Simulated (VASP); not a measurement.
Level of theory: vdW-DF-cx, VASP's PBE PAW potentials (set 64) (plane waves; VASP 6.6.1).

Input for VASP

INCAR:
```
SYSTEM = Bi
PREC = Accurate
ENCUT = 520
EDIFF = 1E-6
NELM = 100
ALGO = Normal
LREAL = .FALSE.
LASPH = .TRUE.
ISMEAR = 1
SIGMA = 0.1
GGA = CX
LUSE_VDW = .TRUE.
AGGAC = 0.0
LMAXMIX = 4
LWAVE = .FALSE.
LCHARG = .FALSE.
IBRION = 2
ISIF = 3
NSW = 60
EDIFFG = -0.01
```

KPOINTS:
```
kpoints
0
Gamma
  9 9 9
```

### POSCAR
```
Bi
1.0
  4.1658200000  -2.2750000000   0.0000000000
  4.1658200000   2.2750000000   0.0000000000
  2.9234170000   0.0000000000   3.7394270000
Bi
2
Cart
  2.6336833380   0.0000000000   0.8750259180
  8.6213736620  -0.0000000000   2.8644010820
```

POTCAR, in this order: Bi_d (PBE.64 set). Program: vasp_std.

Output

### OSZICAR
```
       N       E                     dE             d eps       ncg     rms          rms(c)
DAV:   1     0.299450956447E+03    0.29945E+03   -0.16693E+04  3230   0.189E+03
DAV:   2     0.221124933184E+02   -0.27734E+03   -0.27313E+03  3251   0.456E+02
DAV:   3    -0.595041439725E+00   -0.22708E+02   -0.22344E+02  3749   0.154E+02
DAV:   4    -0.138214331474E+01   -0.78710E+00   -0.78564E+00  3557   0.313E+01
DAV:   5    -0.142553428936E+01   -0.43391E-01   -0.43390E-01  4451   0.655E+00    0.104E+00
DAV:   6    -0.142067480572E+01    0.48595E-02   -0.19428E-02  3915   0.159E+00    0.617E-01
DAV:   7    -0.141930296031E+01    0.13718E-02   -0.13066E-02  3719   0.142E+00    0.109E-01
DAV:   8    -0.141946703497E+01   -0.16407E-03   -0.16274E-03  3470   0.513E-01    0.204E-02
DAV:   9    -0.141948723820E+01   -0.20203E-04   -0.68739E-05  4413   0.779E-02    0.973E-03
DAV:  10    -0.141948775278E+01   -0.51457E-06   -0.59428E-06  2728   0.171E-02
   1 F= -.14194878E+01 E0= -.14195399E+01  d E =-.141949E+01
       N       E                     dE             d eps       ncg     rms          rms(c)
DAV:   1    -0.152813904629E+01   -0.10865E+00   -0.36708E+00  3515   0.279E+01    0.171E+00
DAV:   2    -0.143886794409E+01    0.89271E-01   -0.22779E-01  3500   0.706E+00    0.693E-01
DAV:   3    -0.142295333145E+01    0.15915E-01   -0.82468E-02  4080   0.418E+00    0.775E-02
DAV:   4    -0.142310361793E+01   -0.15029E-03   -0.21008E-03  3328   0.440E-01    0.412E-02
DAV:   5    -0.142322662540E+01   -0.12301E-03   -0.49175E-04  3945   0.208E-01    0.269E-02
DAV:   6    -0.142322960170E+01   -0.29763E-05   -0.35042E-05  4111   0.649E-02    0.518E-03
DAV:   7    -0.142322757408E+01    0.20276E-05   -0.63558E-06  3122   0.261E-02    0.221E-03
DAV:   8    -0.142322742800E+01    0.14608E-06   -0.32574E-07  1642   0.724E-03
   2 F= -.14232274E+01 E0= -.14232719E+01  d E =-.373968E-02
       N       E                     dE             d eps       ncg     rms          rms(c)
DAV:   1    -0.142851808195E+01   -0.52905E-02   -0.18444E-01  3518   0.639E+00    0.379E-01
DAV:   2    -0.142413932250E+01    0.43788E-02   -0.11065E-02  3494   0.158E+00    0.154E-01
DAV:   3    -0.142334359546E+01    0.79573E-03   -0.41800E-03  4088   0.937E-01    0.178E-02
DAV:   4    -0.142335271640E+01   -0.91209E-05   -0.10783E-04  3368   0.102E-01    0.911E-03
DAV:   5    -0.142336094509E+01   -0.82287E-05   -0.24437E-05  4008   0.481E-02    0.625E-03
DAV:   6    -0.142336156883E+01   -0.62373E-06   -0.14764E-06  1789   0.155E-02
   3 F= -.14233616E+01 E0= -.14234045E+01  d E =-.387382E-02
       N       E                     dE             d eps       ncg     rms          rms(c)
DAV:   1    -0.141961802212E+01    0.37429E-02   -0.21071E+00  3536   0.989E+00    0.137E-01
DAV:   2    -0.142678520548E+01   -0.71672E-02   -0.74460E-02  4737   0.293E+00    0.134E-01
DAV:   3    -0.142656856435E+01    0.21664E-03   -0.56540E-04  3574   0.273E-01    0.108E-01
DAV:   4    -0.142615074362E+01    0.41782E-03   -0.18305E-03  4205   0.664E-01    0.161E-02
DAV:   5    -0.142615638497E+01   -0.56414E-05   -0.66043E-05  3312   0.878E-02    0.117E-02
DAV:   6    -0.142615568091E+01    0.70406E-06   -0.11403E-05  3861   0.490E-02    0.266E-03
DAV:   7    -0.142615580945E+01   -0.12854E-06   -0.49115E-07  1624   0.854E-03
   4 F= -.14261558E+01 E0= -.14261896E+01  d E =-.279424E-02
       N       E                     dE             d eps       ncg     rms          rms(c)
DAV:   1    -0.142311546319E+01    0.30402E-02   -0.11904E+00  3542   0.746E+00    0.104E-01
DAV:   2    -0.142722182778E+01   -0.41064E-02   -0.42698E-02  4740   0.218E+00    0.999E-02
DAV:   3    -0.142709610631E+01    0.12572E-03   -0.33350E-04  3564   0.211E-01    0.792E-02
DAV:   4    -0.142687174404E+01    0.22436E-03   -0.98776E-04  4207   0.488E-01    0.120E-02
DAV:   5    -0.142687481880E+01   -0.30748E-05   -0.36305E-05  3324   0.658E-02    0.859E-03
DAV:   6    -0.142687472511E+01    0.93681E-07   -0.65111E-06  3455   0.375E-02
   5 F= -.14268747E+01 E0= -.14269073E+01  d E =-.351316E-02
       N       E                     dE             d eps       ncg     rms          rms(c)
DAV:   1    -0.142680297175E+01    0.71847E-04   -0.25457E-02  3545   0.110E+00    0.154E-02
DAV:   2    -0.142689280193E+01   -0.89830E-04   -0.93348E-04  4737   0.311E-01    0.140E-02
DAV:   3    -0.142688986704E+01    0.29349E-05   -0.79402E-06  3509   0.329E-02    0.107E-02
DAV:   4    -0.142688549074E+01    0.43763E-05   -0.18152E-05  3823   0.657E-02    0.171E-03
DAV:   5    -0.142688558301E+01   -0.92273E-07   -0.58810E-07  1795   0.922E-03
   6 F= -.14268856E+01 E0= -.14269186E+01  d E =-.352401E-02
       N       E                     dE             d eps       ncg     rms          rms(c)
DAV:   1    -0.142910899305E+01   -0.22235E-02   -0.10196E-01  3527   0.270E+00    0.232E-01
DAV:   2    -0.142795570235E+01    0.11533E-02   -0.45893E-03  3886   0.113E+00    0.147E-01
DAV:   3    -0.142715321879E+01    0.80248E-03   -0.14261E-03  4522   0.819E-01    0.154E-02
DAV:   4    -0.142719302944E+01   -0.39811E-04   -0.49138E-04  3464   0.319E-01    0.104E-02
DAV:   5    -0.142719413701E+01   -0.11076E-05   -0.24360E-05  4408   0.603E-02    0.437E-03
DAV:   6    -0.142719359061E+01    0.54640E-06   -0.12480E-06  1853   0.258E-02
   7 F= -.14271936E+01 E0= -.14272146E+01  d E =-.308008E-03
       N       E                     dE             d eps       ncg     rms          rms(c)
DAV:   1    -0.143434124194E+01   -0.71471E-02   -0.36962E-01  3524   0.515E+00    0.442E-01
DAV:   2    -0.143015504472E+01    0.41862E-02   -0.16570E-02  3646   0.206E+00    0.279E-01
DAV:   3    -0.142726685500E+01    0.28882E-02   -0.51752E-03  4595   0.151E+00    0.287E-02
DAV:   4    -0.142739361664E+01   -0.12676E-03   -0.15888E-03  3464   0.565E-01    0.192E-02
DAV:   5    -0.142739614118E+01   -0.25245E-05   -0.82980E-05  4317   0.113E-01    0.777E-03
DAV:   6    -0.142739439934E+01    0.17418E-05   -0.63792E-06  3937   0.464E-02    0.315E-03
DAV:   7    -0.142739441238E+01   -0.13044E-07   -0.13991E-06  1681   0.193E-02
   8 F= -.14273944E+01 E0= -.14273987E+01  d E =-.508829E-03
```

**OUTCAR**
```
------------------------ aborting loop because EDIFF is reached ----------------------------------------
  FORCE on cell =-STRESS in cart. coord.  units (eV):
  Direction    XX          YY          ZZ          XY          YZ          ZX
  --------------------------------------------------------------------------------------
  Total        0.0074082     -0.0045381     -0.0032194      0.0000000      0.0000000      0.0039691
  in kB        0.1717855     -0.1052325     -0.0746536      0.0000000      0.0000000      0.0920376
  external PRESSURE =      -0.0027002 kB  Pullay stress =       0.0000000 kB
  volume of cell :       69.09
      direct lattice vectors                 reciprocal lattice vectors
     4.098737045 -2.266022534 -0.016826188     0.121603572 -0.220650939 -0.093837972
     4.098737045  2.266022534 -0.016826188     0.121603572  0.220650939 -0.093837972
     2.861236744  0.000000000  3.707844510     0.001103673  0.000000000  0.268846799
 POSITION                                       TOTAL-FORCE (eV/Angst)
 -----------------------------------------------------------------------------------
      2.61904      0.00000      0.87016         0.000567      0.000000      0.000189
      8.43967      0.00000      2.80403        -0.000567      0.000000     -0.000189
 -----------------------------------------------------------------------------------
    total drift:                                0.000000     -0.000000      0.000000
  FREE ENERGIE OF THE ION-ELECTRON SYSTEM (eV)
  ---------------------------------------------------
  free  energy   TOTEN  =        -1.4273944124 eV

  energy  without entropy=       -1.4274073106  energy(sigma->0) =       -1.42739871

 reached required accuracy - stopping structural energy minimisation
```
(Selected blocks of OUTCAR.)

CONTCAR:
```
Bi
   1.00000000000000
     4.0987370447298836   -2.2660225336540494   -0.0168261876444683
     4.0987370447298836    2.2660225336540494   -0.0168261876444683
     2.8612367444156099    0.0000000000000000    3.7078445100062161
  Bi
     2
Direct
     0.2368305522326518    0.2368305522326518    0.2368305522311590
     0.7631694477673481    0.7631694477673481    0.7631694477688410
```

### OUTCAR
```
 val. band max:        6.3441930831   @ k =   0.4444  -0.0000   0.0000

 cond. band min:       6.3652497727   @ k =   0.2222   0.2222   0.1111


 Fermi energy:         6.3462350065

 k-point     1 :       0.0000    0.0000    0.0000
  band No.  band energies     occupation
      1     -16.4724      2.00000
      2     -16.4724      2.00000
      3     -16.3161      2.00000
      4     -16.3161      2.00000
      5     -16.3060      2.00000
      6     -16.1269      2.00000
      7     -16.1182      2.00000
      8     -16.1182      2.00000
      9     -15.9919      2.00000
     10     -15.9919      2.00000
     11      -6.7937      2.00000
     12      -1.0761      2.00000
     13       4.8905      2.00000
     14       5.1460      2.00000
     15       5.1460      2.00000
     16       9.1033      0.00000
     17       9.4059      0.00000
     18       9.4059      0.00000
     19      11.9489      0.00000

 k-point     2 :       0.1111   -0.0000    0.0000
  band No.  band energies     occupation
      1     -16.4620      2.00000
      2     -16.4603      2.00000
      3     -16.3115      2.00000
      4     -16.3092      2.00000
      5     -16.2997      2.00000
      6     -16.1326      2.00000
      7     -16.1239      2.00000
      8     -16.1225      2.00000
      9     -16.0055      2.00000
     10     -16.0032      2.00000
     11      -6.6765      2.00000
     12      -1.3563      2.00000
     13       4.9474      2.00000
     14       5.1519      2.00000
     15       5.1744      2.00000
     16       8.7692      0.00000
     17       8.9262      0.00000
     18       9.0838      0.00000
     19      11.5415      0.00000

 k-point     3 :       0.2222   -0.0000    0.0000
  band No.  band energies     occupation
      1     -16.4327      2.00000
      2     -16.4251      2.00000
      3     -16.2998      2.00000
      4     -16.2897      2.00000
      5     -16.2808      2.00000
      6     -16.1512      2.00000
      7     -16.1408      2.00000
...
```

Energy and stress use the plane-wave basis of the starting cell. Unless said otherwise, spin-orbit coupling is left out, though it shifts the bands of the heavy elements here.

The compound is Bi in the a7 structure. This run relaxes it. Symmetry was kept, so distortions that lower it aren't found.
